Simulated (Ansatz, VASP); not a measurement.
# Hf2NO2 in two plane-wave programs, part 2 of 3

Wanted: the spread between two codes on one cell, functional and k mesh. The structure shown is the start of the Ansatz relaxation below; VASP solves that cell, so the two are compared at the walk's first step.

VASP 6.6.1 and Ansatz 0.2.0.

So far: The starting structure; Ansatz: relaxation, PBEsol.

## 3. VASP: single point, PBEsol, start cell, pair 1

Level of this step: PBEsol; plane waves and PAW (N, Hf_pv, O) (VASP).

The same cell, functional, mesh and smearing now go to VASP, with its own data sets.

Lines of VASP's logs that name or quote its potential files are left out, and so is its time.

INCAR reads:

```
SYSTEM = Hf2NO2
PREC = Accurate
ENCUT = 520
EDIFF = 1E-06
NELM = 120
ISMEAR = 1
SIGMA = 0.15
LREAL = .FALSE.
ALGO = Normal
GGA = PS
NBANDS = 24
LASPH = .TRUE.
LORBIT = 11
LWAVE = .FALSE.
LCHARG = .FALSE.
ISIF = 2
LDIPOL = .TRUE.
IDIPOL = 3
DIPOL = 0.5 0.5 0.307
LVHAR = .TRUE.
GGA_COMPAT = .FALSE.
NELMDL = -8
KPAR = 2
```

POSCAR reads:

```
Hf2NO2
1.0
    3.1944780000      0.0000000000      0.0000000000
   -1.5972390000      2.7664990000      0.0000000000
    0.0000000000      0.0000000000     32.6000000000
N Hf O
1 2 2
Direct
    0.0000000000      0.0000000000      0.3067484663
    0.3333333936      0.6666667872      0.3473913497
    0.6666666064      0.3333332128      0.2661055828
    0.6666666064      0.3333332128      0.3775152454
    0.3333333936      0.6666667872      0.2359816871
```

KPOINTS reads:

```
Automatic mesh
0
Gamma
12 12 1
0 0 0
```

Potentials, in the order of the species: N, Hf_pv and O (PBE family, release 64).

Started as:

```
$ mpirun -np 2 vasp_std
```

Numbers of over 12 decimals in the logs are rounded to 6 here.

The log of the run:

```text
[banner, memory and clock lines left out]
running    2 mpi-ranks, on    1 nodes
 distrk:  each k-point on    1 cores,    2 groups
 distr:  one band on    1 cores,    1 groups

 POSCAR found type information on POSCAR N HfO
 POSCAR found :  3 types and       5 ions
|                                                                             |
|               ----> ADVICE to this user running VASP <----                  |
|                                                                             |
|     You enforced a specific xc type in the INCAR file but a different       |
|     [... a line on the potential file left out ...]
|     I HOPE YOU KNOW WHAT YOU ARE DOING!                                     |
|                                                                             |

 LDA part: xc-table for (Slater+PW92), standard interpolation
 POSCAR, INCAR and KPOINTS ok, starting setup
 FFT: planning ... GRIDC
 FFT: planning ... GRID_SOFT
 FFT: planning ... GRID
 WAVECAR not read
 entering main loop
       N       E                     dE             d eps       ncg     rms          rms(c)
DAV:   1     0.274167169225E+03    0.27417E+03   -0.18141E+04  1160   0.120E+03
DAV:   2    -0.249653149970E+02   -0.29913E+03   -0.29296E+03  1288   0.284E+02
DAV:   3    -0.602386237858E+02   -0.35273E+02   -0.35112E+02  1112   0.966E+01
DAV:   4    -0.609927345650E+02   -0.75411E+00   -0.75178E+00  1232   0.161E+01
DAV:   5    -0.610108363988E+02   -0.18102E-01   -0.18097E-01  1160   0.227E+00
DAV:   6    -0.610115805458E+02   -0.74415E-03   -0.74402E-03  1256   0.464E-01
DAV:   7    -0.610116074185E+02   -0.26873E-04   -0.26872E-04  1144   0.843E-02
DAV:   8    -0.610116088353E+02   -0.14168E-05   -0.14165E-05  1184   0.193E-02    0.771E+01
DAV:   9    -0.538495574268E+02    0.71621E+01   -0.41735E+01  1144   0.355E+01    0.630E+01
DAV:  10    -0.539075268957E+02   -0.57969E-01   -0.73586E+00  1104   0.177E+01    0.122E+01
DAV:  11    -0.535614498541E+02    0.34608E+00   -0.25061E+00  1160   0.101E+01    0.218E+00
DAV:  12    -0.535530858429E+02    0.83640E-02   -0.18122E-01  1168   0.290E+00    0.240E+00
DAV:  13    -0.535531164651E+02   -0.30622E-04   -0.64275E-02  1192   0.155E+00    0.163E+00
DAV:  14    -0.535503557064E+02    0.27608E-02   -0.16067E-02  1176   0.823E-01    0.341E-01
[...]
DAV:  20    -0.535521278756E+02   -0.12963E-03   -0.35190E-05  1144   0.211E-02    0.174E-02
DAV:  21    -0.535522177488E+02   -0.89873E-04   -0.83268E-06  1128   0.141E-02    0.644E-03
DAV:  22    -0.535523002580E+02   -0.82509E-04   -0.27287E-06   880   0.645E-03    0.521E-03
DAV:  23    -0.535523471312E+02   -0.46873E-04   -0.18000E-06   856   0.429E-03    0.399E-03
DAV:  24    -0.535523625408E+02   -0.15410E-04   -0.74614E-07   864   0.327E-03    0.264E-03
DAV:  25    -0.535523667363E+02   -0.41955E-05   -0.14075E-07   832   0.164E-03    0.806E-04
DAV:  26    -0.535523694777E+02   -0.27413E-05   -0.10451E-07   800   0.990E-04    0.388E-04
DAV:  27    -0.535523704043E+02   -0.92668E-06   -0.38534E-08   760   0.575E-04
   1 F= -.53552370E+02 E0= -.53549872E+02  d E =-.749417E-02
```

OUTCAR, selected parts (step 3):

```text
ion  position               nearest neighbor table
   1  0.000  0.000  0.307-   2 2.27   2 2.27   3 2.27   3 2.27   2 2.27   3 2.27
   2  0.333  0.667  0.347-   4 2.09   4 2.09   4 2.09   1 2.27   1 2.27   1 2.27   3 3.23   3 3.23
                             3 3.23
   3  0.667  0.333  0.266-   5 2.09   5 2.09   5 2.09   1 2.27   1 2.27   1 2.27   2 3.23   2 3.23
                             2 3.23
   4  0.667  0.333  0.378-   2 2.09   2 2.09   2 2.09
   5  0.333  0.667  0.236-   3 2.09   3 2.09   3 2.09

  LATTYP: Found a hexagonal cell.
 ALAT       =     3.1944780000
 C/A-ratio  =    10.2051101933

 Subroutine GETGRP returns: Found 12 space group operations
 (whereof  6 operations were pure point group operations)

The static configuration has the point symmetry C_3v.
 The point group associated with its full space group is D_3d.

 Found     19 irreducible k-points:

   k-points           NKPTS =     19   k-points in BZ     NKDIM =     19   number of bands    NBANDS=     24

   dimension x,y,z NGX =    24 NGY =   24 NGZ =  250
   dimension x,y,z NGXF=    48 NGYF=   48 NGZF=  500

   ENCUT  =  520.0 eV  38.22 Ry    6.18 a.u.   5.94  5.94 60.61*2*pi/ulx,y,z

   NELECT =      37.0000    total number of electrons

 k-points in reciprocal lattice and weights: Automatic mesh
   0.00000000  0.00000000  0.00000000       0.007
   0.08333333  0.00000000  0.00000000       0.042
   0.16666667  0.00000000  0.00000000       0.042
   0.25000000  0.00000000  0.00000000       0.042
   0.33333333  0.00000000  0.00000000       0.042
   0.41666667  0.00000000  0.00000000       0.042
   0.50000000  0.00000000  0.00000000       0.021
   0.08333333  0.08333333  0.00000000       0.042
   0.16666667  0.08333333  0.00000000       0.083
[...]
0.33333333  0.25000000  0.00000000       0.083
   0.33333333  0.33333333  0.00000000       0.014

 dipolmoment           0.000000      0.000000      0.000003 electrons x Angstroem

 average (electrostatic) potential at core
       1 -72.3002       2 -45.4643       3 -45.4643       4 -78.8711       5 -78.8711

 E-fermi :  -2.3527

 k-point     1 :       0.0000    0.0000    0.0000
  band No.  band energies     occupation
    ...
     14      -8.1755      2.00000
     15      -8.1416      2.00000
     16      -6.2345      2.00000
     17      -5.7468      2.00000
     18      -5.7468      2.00000
     19      -1.7140     -0.00000
     20      -1.7140     -0.00000
     21      -1.5884     -0.00000
     22       0.1511     -0.00000
     23       0.2292     -0.00000
    ...

 k-point     2 :       0.0833    0.0000    0.0000
  band No.  band energies     occupation
    ...
     14      -8.1283      2.00000
     15      -8.0073      2.00000
     16      -6.2256      2.00000
     17      -6.0398      2.00000
     18      -5.9113      2.00000
     19      -1.8910     -0.00012
     20      -1.4743     -0.00000
     21      -1.4301     -0.00000
     22       0.1592     -0.00000
     23       0.2880     -0.00000
    ...

 k-point     3 :       0.1667    0.0000    0.0000
  band No.  band energies     occupation
    ...
     15      -7.7820      2.00000
     16      -7.0828      2.00000
     17      -6.2529      2.00000
     18      -5.8812      2.00000
     19      -2.3421      0.88049
     20      -1.0580     -0.00000
     21      -0.9275     -0.00000
     22       0.3796     -0.00000
     23       0.5463     -0.00000
     24       0.7059      0.00000

  Total       -0.9275424     -0.9275424     -0.7639781      0.0000000     -0.0000000      0.0000000
  in kB       -5.1581783     -5.1581779     -4.2485767      0.0000000     -0.0000000      0.0000000
  external PRESSURE =      -4.8549776 kB  Pullay stress =       0.0000000 kB

  energy-cutoff  :      520.00
  volume of cell :      288.10
      direct lattice vectors                 reciprocal lattice vectors
     3.194478000  0.000000000  0.000000000     0.313040190  0.180733844  0.000000000
    -1.597239000  2.766499000  0.000000000     0.000000000  0.361467689  0.000000000
     0.000000000  0.000000000 32.600000000     0.000000000  0.000000000  0.030674847

 POSITION                                       TOTAL-FORCE (eV/Angst)
 -----------------------------------------------------------------------------------
      0.00000      0.00000     10.00000         0.000000     -0.000000     -0.000000
      0.00000      1.84433     11.32496         0.000000      0.000000      0.046534
      1.59724      0.92217      8.67504        -0.000000     -0.000000     -0.046534
      1.59724      0.92217     12.30700         0.000000      0.000000     -0.177722
      0.00000      1.84433      7.69300        -0.000000     -0.000000      0.177722
 -----------------------------------------------------------------------------------
    total drift:                               -0.000000     -0.000000      0.000001

  FREE ENERGIE OF THE ION-ELECTRON SYSTEM (eV)
  ---------------------------------------------------
  free  energy   TOTEN  =       -53.5523704043 eV

  energy  without entropy=      -53.5448762308  energy(sigma->0) =      -53.54987235

 vacuum level on the upper side and lower side of the slab         2.310         2.310

 total charge
# of ion       s       p       d       tot
------------------------------------------
    1        1.231   2.496   0.000   3.728
    2        0.313   6.634   1.666   8.612
    3        0.313   6.634   1.666   8.612
    4        1.562   3.478   0.000   5.041
    5        1.562   3.478   0.000   5.041
--------------------------------------------------
tot          4.982  22.720   3.331  31.034

[... 3 further parts left out ...]
```

The run ends at a pressure of -0.49 GPa, with forces up to 0.18 eV/Å.

## 4. Comparison

Known differences besides the potentials themselves: Ansatz cuts the interaction across the vacuum, VASP repeats the sheet with a dipole correction; the data sets hold 69 valence electrons in Ansatz (on its default PAW (the set named soft_2) files) and 37 in VASP; the cutoff is 420 eV in Ansatz and 520 eV in VASP; Ansatz makes its cores anew for this functional, VASP keeps those of its PBE data sets. Total energies have different zeros and are not compared.

Forces (eV/Å; atoms numbered as in POSCAR):

| atom | Ansatz x, y, z | VASP x, y, z |
| --- | --- | --- |
| N1 | 0.000, 0.000, 0.000 | 0.000, 0.000, 0.000 |
| Hf2 | 0.000, 0.000, -0.006 | 0.000, 0.000, 0.047 |
| Hf3 | 0.000, 0.000, 0.006 | 0.000, 0.000, -0.047 |
| O4 | 0.000, 0.000, 0.004 | 0.000, 0.000, -0.178 |
| O5 | 0.000, 0.000, -0.004 | 0.000, 0.000, 0.178 |

The forces differ by 69 meV/Å r.m.s., where the r.m.s. force is 0.003 eV/Å in Ansatz and 0.067 eV/Å in VASP: the atoms lie near their places of rest in Ansatz, so a percentage would say little (all taken over all components). With vacuum in the cell, a pressure given here is an average over mostly empty space and none of the material.

## 5. Ansatz: relaxation, PBEsol

The two programs are compared at the cell with which this relaxation starts, whose forces are those of its first step.

The structure compared here is the start of the Ansatz relaxation; VASP solves that cell, so the two are compared at the walk's first step.

input.yaml reads:

```yaml
crystal:
  lattice:
    - [3.26, 0.0, 0.0]
    - [-1.63, 2.82324, 0.0]
    - [0.0, 0.0, 20.0]
  atoms:
    - { symbol: "N", position: [0.0, 0.0, 0.5] }
    - { symbol: Hf, position: [0.333333, 0.666667, 0.56] }
    - { symbol: Hf, position: [0.666667, 0.333333, 0.44] }
    - { symbol: O, position: [0.666667, 0.333333, 0.61] }
    - { symbol: O, position: [0.333333, 0.666667, 0.39] }
  periodic: [true, true, false]
kpoints:
  mp_grid: { grid: [9, 9, 1] }
hamiltonian:
  xc: pbesol
scf:
  occupations: { method: gaussian, width: 0.1 }
output:
  forces: true
  stress: true
  eigenvalues: true
relax:
  adjacent_minimum: "off"
  f_tol: 0.05
  max_steps: 80
  cell: { stress_2d_tol: 0.02 }
```

Started as:

```
$ ansatz run input.yaml --threads 8 --pin off --max-ram 14336MiB --backend cpu --events-out ev --progress --plain --runs-dir out
```

The log of the run:

```text
[...]
cell:  # Å, volume = 287.7866 Å³
    - [3.192722, 0.0, 0]
    - [-1.596361, 2.764979, 0]
    - [0, 0, 32.6]
  atoms:
    - { symbol: N, position: [0, 0, 0.306748] }
    - { symbol: Hf, position: [0.333333, 0.666667, 0.347397] }
    - { symbol: Hf, position: [0.666667, 0.333333, 0.266100] }
    - { symbol: O, position: [0.666667, 0.333333, 0.377611] }
    - { symbol: O, position: [0.333333, 0.666667, 0.235886] }
[key lines of the parts left out:]
SCF converged after 6 iterations
Free energy (F): -32704.283865 eV
Fermi energy:    -4.748908 eV
P = ½ c Tr σ = -0.0022 N/m
```

## 6. VASP: single point, PBEsol, start cell, pair 2

The same cell, functional, mesh and smearing now go to VASP, with its own data sets.

Edit INCAR of step 3 so:

```diff
@@ -5,4 +5,4 @@
 NELM = 120
-ISMEAR = 1
-SIGMA = 0.15
+ISMEAR = 0
+SIGMA = 0.1
 LREAL = .FALSE.
```

POSCAR reads:

```
Hf2NO2
1.0
    3.2599980000      0.0000000000      0.0000000000
   -1.6299990000      2.8232410000      0.0000000000
    0.0000000000      0.0000000000     32.6000000000
N Hf O
1 2 2
Direct
    0.0000000000      0.0000000000      0.3067484663
    0.3333333924      0.6666667847      0.3435582822
    0.6666666076      0.3333332153      0.2699386503
    0.6666666076      0.3333332153      0.3742331288
    0.3333333924      0.6666667847      0.2392638037
```

KPOINTS reads:

```
Automatic mesh
0
Gamma
9 9 1
0 0 0
```

Started as:

```
$ mpirun -np 2 vasp_std
```

The log of the run:

```text
[banner, memory and clock lines left out]
running    2 mpi-ranks, on    1 nodes
[...]
[... a notice as in an earlier step ...]

 LDA part: xc-table for (Slater+PW92), standard interpolation
 POSCAR, INCAR and KPOINTS ok, starting setup
[...]
entering main loop
       N       E                     dE             d eps       ncg     rms          rms(c)
DAV:   1     0.279989326363E+03    0.27999E+03   -0.17912E+04   728   0.119E+03
DAV:   2    -0.218972202612E+02   -0.30189E+03   -0.29709E+03   816   0.283E+02
DAV:   3    -0.598082808453E+02   -0.37911E+02   -0.37500E+02   704   0.990E+01
DAV:   4    -0.606692943669E+02   -0.86101E+00   -0.85866E+00   768   0.169E+01
[...]
DAV:  25    -0.531628316735E+02   -0.32383E-05   -0.93219E-08   480   0.163E-03    0.911E-04
DAV:  26    -0.531628354934E+02   -0.38199E-05   -0.12991E-07   504   0.126E-03    0.346E-04
DAV:  27    -0.531628363804E+02   -0.88705E-06   -0.37279E-08   448   0.664E-04
   1 F= -.53162836E+02 E0= -.53158575E+02  d E =-.852359E-02
```

OUTCAR, selected parts (step 6):

```text
  Total       -3.7538235     -3.7538233      4.6181609      0.0000000     -0.0000000      0.0000000
  in kB      -20.0447919    -20.0447907     24.6602093      0.0000000     -0.0000000      0.0000000
  external PRESSURE =      -5.1431244 kB  Pullay stress =       0.0000000 kB

 POSITION                                       TOTAL-FORCE (eV/Angst)
 -----------------------------------------------------------------------------------
      0.00000      0.00000     10.00000        -0.000000     -0.000000      0.000000
      0.00000      1.88216     11.20000        -0.000000     -0.000000      3.259095
      1.63000      0.94108      8.80000         0.000000      0.000000     -3.259095
      1.63000      0.94108     12.20000        -0.000000     -0.000000     -0.713341
      0.00000      1.88216      7.80000         0.000000      0.000000      0.713341
 -----------------------------------------------------------------------------------
    total drift:                                0.000000     -0.000000      0.000090

  FREE ENERGIE OF THE ION-ELECTRON SYSTEM (eV)
  ---------------------------------------------------
  free  energy   TOTEN  =       -53.1628363804 eV

  energy  without entropy=      -53.1543127874  energy(sigma->0) =      -53.15857458

[... 3 further parts left out ...]
[key lines of the parts left out:]
E-fermi :  -3.1186
```

The run ends at a pressure of -0.51 GPa, with forces up to 3.3 eV/Å.

## 7. Differences

What differs besides the data sets and the points named for the pairs above, as far as they apply: the data sets hold 69 valence electrons in Ansatz (on its default PAW (the set named soft_2) files) and 37 in VASP; Ansatz takes its cutoff from its data sets, VASP runs at 520 eV. Total energies have different zeros and are not compared.

Forces (eV/Å; atoms numbered as in POSCAR):

| atom | Ansatz x, y, z | VASP x, y, z |
| --- | --- | --- |
| N1 | 0.000, 0.000, 0.000 | 0.000, 0.000, 0.000 |
| Hf2 | 0.000, 0.000, 3.207 | 0.000, 0.000, 3.259 |
| Hf3 | 0.000, 0.000, -3.207 | 0.000, 0.000, -3.259 |
| O4 | 0.000, 0.000, -0.536 | 0.000, 0.000, -0.713 |
| O5 | 0.000, 0.000, 0.536 | 0.000, 0.000, 0.713 |

The forces differ by 68 meV/Å r.m.s., which is 5.6 % of the r.m.s. force of 1.218 eV/Å (both taken over all components). With vacuum in the cell, a pressure given here is an average over mostly empty space and none of the material.

(Part 2 of 3 ends here.)

[Lines on the potential files, build, host, timing and source positions are cut from VASP's logs without a mark.]

[Logs are printed without paths, hosts, clocks, repeated set-up lines and the standing remarks that a program may print on its own settings, such as how far it seeks lower states.]

[Hosts, paths, dates, database ids (printed as entryN), source tags and the programs' standing remarks are cut or masked in the printed files.]
